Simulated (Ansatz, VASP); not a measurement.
## Cross-check of WC (Qusongite) between VASP and Ansatz

Wanted: the spread between two codes on one cell, functional and k mesh. The cell is taken from a series of runs on this material, whose earlier steps may have relaxed, scaled, displaced or heated it; both programs get it as it stands.

Method: plane waves, with VASP 6.6.1 beside it; zone-centre phonons at PBEsol, in Ansatz 0.2.0.

## Step 1: Set-up

It takes space group P-6m2 (No. 187, hexagonal). The conventional cell has a = 2.893 Å, b = 2.893 Å, c = 2.856 Å, α = 90.00°, β = 90.00°, γ = 120.00°. C has 6 W at 2.20 Å nearest. Nearest to W lie 6 C at 2.20 Å. Farther neighbours are not listed.

As a file:

```
C W
1.0
     2.89324    0.00000    0.00000
    -1.44662    2.50562    0.00000
     0.00000    0.00000    2.85638
C W
1 1
Direct
  0.66667 0.33333 0.50000
  0.00000 0.00000 0.00000
```

## Step 2: VASP: zone-centre phonons, PBEsol

Second derivatives magnify differences that forces hide, and they need a tight electronic threshold.

Lines of VASP's logs that name or quote its potential files are left out, and so is its time.

Input file INCAR:

```
SYSTEM = WC
PREC = Accurate
ENCUT = 600
EDIFF = 1E-08
NELM = 120
ISMEAR = 1
SIGMA = 0.2
LREAL = .FALSE.
ALGO = Normal
GGA = PS
NBANDS = 11
LASPH = .TRUE.
LORBIT = 11
LWAVE = .FALSE.
LCHARG = .FALSE.
ISIF = 2
IBRION = 8
GGA_COMPAT = .FALSE.
KPAR = 2
```

Input file POSCAR:

```
WC
1.0
    2.8932418855      0.0000000000      0.0000000000
   -1.4466209427      2.5056209721      0.0000000000
    0.0000000000      0.0000000000      2.8563775070
C W
1 1
Direct
    0.6666666672      0.3333333328      0.5000000000
    0.9999999995      0.0000000005      0.0000000000
```

Input file KPOINTS:

```
Automatic mesh
0
Gamma
18 18 16
0 0 0
```

PAW data sets: C and W (PBE family, release 64).

Started as:

```bash
$ mpirun -np 2 vasp_std
```

Numbers of over 12 decimals in the logs are rounded to 6 here.

Output:

```text
[banner, memory and clock lines left out]
running    2 mpi-ranks, on    1 nodes
 distrk:  each k-point on    1 cores,    2 groups
 distr:  one band on    1 cores,    1 groups

 POSCAR found type information on POSCAR C W
 POSCAR found :  2 types and       2 ions
|                                                                             |
|               ----> ADVICE to this user running VASP <----                  |
|                                                                             |
|     You enforced a specific xc type in the INCAR file but a different       |
|     [... a line on the potential file left out ...]
|     I HOPE YOU KNOW WHAT YOU ARE DOING!                                     |
|                                                                             |

 LDA part: xc-table for (Slater+PW92), standard interpolation
 POSCAR, INCAR and KPOINTS ok, starting setup
 FFT: planning ... GRIDC
 FFT: planning ... GRID_SOFT
 FFT: planning ... GRID
 WAVECAR not read
 entering main loop
       N       E                     dE             d eps       ncg     rms          rms(c)
DAV:   1     0.272164787269E+02    0.27216E+02   -0.54453E+03  7326   0.927E+02
DAV:   2    -0.247825521093E+02   -0.51999E+02   -0.49460E+02  8437   0.213E+02
DAV:   3    -0.269288795352E+02   -0.21463E+01   -0.21157E+01  9158   0.360E+01
DAV:   4    -0.269444560265E+02   -0.15576E-01   -0.15572E-01  8010   0.347E+00
DAV:   5    -0.269445230840E+02   -0.67058E-04   -0.67056E-04  8955   0.227E-01    0.345E+01
DAV:   6    -0.241065160776E+02    0.28380E+01   -0.12839E+01  8739   0.218E+01    0.115E+01
DAV:   7    -0.240238119621E+02    0.82704E-01   -0.63240E-01  7506   0.627E+00    0.835E+00
DAV:   8    -0.239816866466E+02    0.42125E-01   -0.10938E-01  8066   0.247E+00    0.199E+00
DAV:   9    -0.239763713134E+02    0.53153E-02   -0.13913E-02  7953   0.757E-01    0.141E-01
DAV:  10    -0.239762818132E+02    0.89500E-04   -0.82964E-04  8492   0.255E-01    0.178E-01
DAV:  11    -0.239762697658E+02    0.12047E-04   -0.75377E-05  8666   0.607E-02    0.730E-03
DAV:  12    -0.239762671995E+02    0.25662E-05   -0.42854E-06  8264   0.137E-02    0.132E-02
DAV:  13    -0.239762672351E+02   -0.35555E-07   -0.46980E-07  9184   0.598E-03    0.816E-04
DAV:  14    -0.239762672159E+02    0.19240E-07   -0.12954E-08  4839   0.966E-04    0.121E-03
DAV:  15    -0.239762672296E+02   -0.13700E-07   -0.32828E-09  3876   0.498E-04    0.381E-04
DAV:  16    -0.239762672277E+02    0.18240E-08   -0.22908E-10  3807   0.142E-04
   1 F= -.23976267E+02 E0= -.23976351E+02  d E =0.251772E-03
 Linear response reoptimize wavefunctions to high precision
DAV:   1    -0.239762672287E+02   -0.98316E-09   -0.26761E-11  4206   0.397E-05
DAV:   2    -0.239762672287E+02   -0.25011E-11   -0.15095E-12  3765   0.157E-05
 Linear response DOF=           4
 Linear response progress:
  Degree of freedom:   1/  4
       N       E                     dE             d eps       ncg     rms          rms(c)
RMM:   1    -0.117378682073E+00   -0.11738E+00    0.42930E-02 75860   0.204E+00
RMM:   2    -0.115208866544E+00    0.21698E-02   -0.22664E-03 50494   0.434E-01    0.204E-01
RMM:   3    -0.115494710210E+00   -0.28584E-03   -0.42122E-04 47952   0.137E-01    0.109E-01
RMM:   4    -0.116235476480E+00   -0.74077E-03   -0.31107E-04 47908   0.112E-01    0.250E-02
RMM:   5    -0.116193438213E+00    0.42038E-04   -0.28833E-06 52630   0.192E-02    0.135E-03
RMM:   6    -0.116207688775E+00   -0.14251E-04    0.15698E-07 53030   0.243E-03    0.478E-04
RMM:   7    -0.116204342613E+00    0.33462E-05    0.23657E-07 54046   0.418E-04    0.834E-05
RMM:   8    -0.116204602931E+00   -0.26032E-06   -0.14187E-08 54605   0.799E-05    0.300E-05
RMM:   9    -0.116204466580E+00    0.13635E-06    0.13972E-08 54919   0.219E-05    0.296E-06
RMM:  10    -0.116204457229E+00    0.93512E-08    0.16462E-10 53504   0.485E-06    0.920E-07
 first order change of Fermi-energy   0.61621E-05
 force on displaced ion       1 direction 1 : -15.636   0.002   0.000
 Linear response progress:
  Degree of freedom:   2/  4
       N       E                     dE             d eps       ncg     rms          rms(c)
RMM:   1    -0.121174122222E+00   -0.12117E+00    0.65585E-02 26805   0.215E+00
RMM:   2    -0.120387875818E+00    0.78625E-03   -0.22872E-03 17910   0.460E-01    0.187E-01
RMM:   3    -0.120522123547E+00   -0.13425E-03   -0.78549E-04 16981   0.182E-01    0.913E-02
RMM:   4    -0.121392711493E+00   -0.87059E-03   -0.55716E-04 17452   0.139E-01    0.219E-02
RMM:   5    -0.121375704570E+00    0.17007E-04   -0.10446E-05 18401   0.232E-02    0.292E-03
RMM:   6    -0.121411551076E+00   -0.35847E-04   -0.67405E-07 17924   0.578E-03    0.470E-04
RMM:   7    -0.121411309649E+00    0.24143E-06   -0.19818E-08 18997   0.948E-04    0.199E-04
RMM:   8    -0.121410109670E+00    0.12000E-05   -0.82969E-10 18878   0.122E-04    0.429E-05
RMM:   9    -0.121409983869E+00    0.12580E-06    0.14596E-08 19094   0.443E-05    0.148E-05
RMM:  10    -0.121409905939E+00    0.77930E-07    0.65802E-09 19470   0.199E-05    0.876E-07
RMM:  11    -0.121409906304E+00   -0.36473E-09    0.37493E-09 17720   0.382E-06    0.304E-07
 first order change of Fermi-energy   0.25095E-03
 force on displaced ion       1 direction 3 :   0.000   0.000 -13.909
 Linear response progress:
  Degree of freedom:   3/  4
       N       E                     dE             d eps       ncg     rms          rms(c)
RMM:   1    -0.109205549009E+00   -0.10921E+00   -0.87699E-02 64625   0.192E+00
RMM:   2    -0.106331773102E+00    0.28738E-02   -0.19823E-03 49581   0.349E-01    0.207E-01
RMM:   3    -0.105361068661E+00    0.97070E-03   -0.42140E-04 51726   0.114E-01    0.121E-01
RMM:   4    -0.104908743438E+00    0.45233E-03   -0.61503E-04 51846   0.143E-01    0.191E-02
RMM:   5    -0.104916657978E+00   -0.79145E-05    0.19037E-05 53709   0.166E-02    0.375E-03
RMM:   6    -0.104920405007E+00   -0.37470E-05   -0.11345E-06 53688   0.230E-03    0.135E-03
RMM:   7    -0.104920286998E+00    0.11801E-06    0.36906E-07 53648   0.990E-04    0.111E-04
RMM:   8    -0.104919473717E+00    0.81328E-06   -0.76858E-08 54630   0.202E-04    0.199E-05
RMM:   9    -0.104919462079E+00    0.11638E-07    0.16305E-07 55906   0.430E-05    0.514E-06
RMM:  10    -0.104919467669E+00   -0.55895E-08    0.28164E-08 56848   0.974E-06    0.341E-06
 first order change of Fermi-energy  -0.62408E-04
 force on displaced ion       2 direction 1 : -15.636   0.002   0.000
 Linear response progress:
  Degree of freedom:   4/  4
       N       E                     dE             d eps       ncg     rms          rms(c)
RMM:   1    -0.114950785913E+00   -0.11495E+00   -0.96096E-02 23773   0.197E+00
RMM:   2    -0.111026899638E+00    0.39239E-02   -0.23427E-03 17446   0.406E-01    0.174E-01
RMM:   3    -0.110401541510E+00    0.62536E-03   -0.22082E-04 18265   0.103E-01    0.966E-02
RMM:   4    -0.110306772152E+00    0.94769E-04   -0.36252E-04 18090   0.127E-01    0.139E-02
RMM:   5    -0.110320740061E+00   -0.13968E-04   -0.29919E-06 19021   0.140E-02    0.467E-03
RMM:   6    -0.110333707461E+00   -0.12967E-04    0.46157E-08 19014   0.210E-03    0.114E-03
RMM:   7    -0.110334646619E+00   -0.93916E-06    0.16747E-08 18694   0.702E-04    0.266E-04
RMM:   8    -0.110334409366E+00    0.23725E-06    0.32812E-08 19485   0.181E-04    0.789E-05
RMM:   9    -0.110333928684E+00    0.48068E-06    0.29981E-08 19448   0.598E-05    0.540E-06
RMM:  10    -0.110333907926E+00    0.20758E-07    0.70367E-09 20108   0.110E-05    0.184E-06
RMM:  11    -0.110333904949E+00    0.29774E-08    0.46292E-11 16648   0.279E-06    0.513E-07
 first order change of Fermi-energy  -0.47707E-03
 force on displaced ion       2 direction 3 :   0.000  -0.000 -13.911
 Linear response finished
```

OUTCAR, selected parts (step 2):

```text
ion  position               nearest neighbor table
   1  0.667  0.333  0.500-   2 2.20   2 2.20   2 2.20   2 2.20   2 2.20   2 2.20
   2  1.000  0.000  0.000-   1 2.20   1 2.20   1 2.20   1 2.20   1 2.20   1 2.20

  LATTYP: Found a hexagonal cell.
 ALAT       =     2.8932418855
 C/A-ratio  =     0.9872584526

 Subroutine GETGRP returns: Found 12 space group operations
 (whereof 12 operations were pure point group operations)

The static configuration has the point symmetry D_3h.

 Found    333 irreducible k-points:

   k-points           NKPTS =    333   k-points in BZ     NKDIM =    333   number of bands    NBANDS=     11

   dimension x,y,z NGX =    24 NGY =   24 NGZ =   24
   dimension x,y,z NGXF=    48 NGYF=   48 NGZF=   48

   ENCUT  =  600.0 eV  44.10 Ry    6.64 a.u.   5.78  5.78  5.70*2*pi/ulx,y,z

   NELECT =      10.0000    total number of electrons

 k-points in reciprocal lattice and weights: Automatic mesh
   0.00000000  0.00000000  0.00000000       0.000
   0.05555556  0.00000000  0.00000000       0.001
   0.11111111  0.00000000  0.00000000       0.001
   0.16666667 -0.00000000  0.00000000       0.001
   0.22222222 -0.00000000  0.00000000       0.001
   0.27777778  0.00000000  0.00000000       0.001
   0.33333333 -0.00000000  0.00000000       0.001
   0.38888889  0.00000000  0.00000000       0.001
   0.44444444 -0.00000000  0.00000000       0.001
[...]
0.33333333  0.27777778  0.50000000       0.002
   0.33333333  0.33333333  0.50000000       0.000

 average (electrostatic) potential at core
       1 -46.2856       2 -37.0444

  Total       -0.1086760     -0.1086760     -1.1968456     -0.0000000      0.0000000      0.0000000
  in kB       -8.4086965     -8.4086965    -92.6046946     -0.0000000      0.0000000      0.0000000
  external PRESSURE =     -36.4740292 kB  Pullay stress =       0.0000000 kB

  energy-cutoff  :      600.00
  volume of cell :       20.71
      direct lattice vectors                 reciprocal lattice vectors
     2.893241886  0.000000000  0.000000000     0.345633044  0.199551331  0.000000000
    -1.446620943  2.505620972  0.000000000     0.000000000  0.399102662  0.000000000
     0.000000000  0.000000000  2.856377507     0.000000000  0.000000000  0.350093781

 POSITION                                       TOTAL-FORCE (eV/Angst)
 -----------------------------------------------------------------------------------
      1.44662      0.83521      1.42819         0.000000     -0.000000      0.000000
      2.89324      0.00000      0.00000        -0.000000      0.000000      0.000000
 -----------------------------------------------------------------------------------
    total drift:                               -0.000001      0.000000     -0.000000

 Eigenvectors and eigenvalues of the dynamical matrix
 ----------------------------------------------------

   1 f  =   18.410578 THz   115.677075 2PiTHz  614.110787 cm-1    76.139999 meV
             X         Y         Z           dx          dy          dz
      1.446621  0.835207  1.428189     0.862854    0.440633   -0.000000
      2.893242  0.000000  0.000000    -0.220546   -0.112626    0.000000

   2 f  =   18.410578 THz   115.677075 2PiTHz  614.110787 cm-1    76.139999 meV
             X         Y         Z           dx          dy          dz
      1.446621  0.835207  1.428189    -0.440633    0.862854    0.000000
      2.893242  0.000000  0.000000     0.112626   -0.220546    0.000000

   3 f  =   17.364007 THz   109.101273 2PiTHz  579.200925 cm-1    71.811730 meV
             X         Y         Z           dx          dy          dz
      1.446621  0.835207  1.428189     0.000000    0.000000    0.968848
      2.893242  0.000000  0.000000    -0.000000    0.000000   -0.247657

   4 f/i=    0.000032 THz     0.000199 2PiTHz    0.001058 cm-1     0.000131 meV
             X         Y         Z           dx          dy          dz
      1.446621  0.835207  1.428189    -0.004492   -0.247598   -0.000000
      2.893242  0.000000  0.000000    -0.017573   -0.968693    0.000000

   5 f/i=    0.000032 THz     0.000199 2PiTHz    0.001058 cm-1     0.000131 meV
             X         Y         Z           dx          dy          dz
      1.446621  0.835207  1.428189    -0.247598    0.004492   -0.000000
      2.893242  0.000000  0.000000    -0.968693    0.017573    0.000000

   6 f/i=    0.000364 THz     0.002286 2PiTHz    0.012134 cm-1     0.001504 meV
             X         Y         Z           dx          dy          dz
      1.446621  0.835207  1.428189    -0.000000    0.000000   -0.247657
      2.893242  0.000000  0.000000     0.000000    0.000000   -0.968848

 ELASTIC MODULI CONTR FROM IONIC RELAXATION (kBar)
 Direction    XX          YY          ZZ          XY          YZ          ZX
 --------------------------------------------------------------------------------
 XX        -141.2088    141.2088     -0.0000     -0.0000      0.0000     -0.0000
 YY         141.2088   -141.2088      0.0000     -0.0000     -0.0000      0.0000
 ZZ          -0.0000      0.0000     -0.0000     -0.0000     -0.0000      0.0000
 XY          -0.0000     -0.0000     -0.0000   -141.2088     -0.0000      0.0000
 YZ           0.0000     -0.0000     -0.0000     -0.0000     -0.0000     -0.0000
 ZX          -0.0000      0.0000      0.0000      0.0000     -0.0000     -0.0000
 --------------------------------------------------------------------------------
```

Energies printed during the response cycles are not total energies of the cell.

(Continued in part 2 of 2.)

[Lines on the potential files, build, host, timing and source positions are cut from VASP's logs without a mark.]

[Logs are printed without paths, hosts, clocks, repeated set-up lines and the standing remarks that a program may print on its own settings, such as how far it seeks lower states.]

[Hosts, paths, dates, database ids (printed as entryN), source tags and the programs' standing remarks are cut or masked in the printed files.]
